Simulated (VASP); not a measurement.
Sr2SO in VASP: the effect of exact exchange

Sr2SO:

```xyz
4
Lattice="4.0432 0.0000 0.0000 0.0000 4.0432 0.0000 0.0000 0.0000 5.7180" Properties=species:S:1:pos:R:3 pbc="T T T"
Sr    2.0216    2.0216    2.8590
Sr    0.0000    0.0000    0.0000
S     0.0000    0.0000    2.8590
O     2.0216    2.0216    0.0000
```

The cell comes from a database or a generator and needn't be the stable form of this composition.

Alike in all runs:

```yaml
Program: VASP 6.6.1
Task: single point
Functional: HSE(alpha, omega)
Potentials_or_basis: VASP PAW PBE potentials, release 64 (Sr_sv, S, O)
Cutoff: 520 eV
k_mesh: 4 × 4 × 3
Occupations: fermi-dirac, width 0.05 eV
Spin: no spin polarisation
```

```tsv
exact exchange	gap on the mesh (eV)	pressure (GPa)
0.05	?	?
0.1	2.67	-0.4
0.15	2.91	-0.6
```

What does the run with exact exchange 0.05 give?

gap on the mesh 2.43 eV; pressure -0.2 GPa.

Caveats: the PAW data sets were made with another functional, which shifts forces and pressure a little; an odd mesh through Γ misses points on the zone boundary, where band edges often lie.
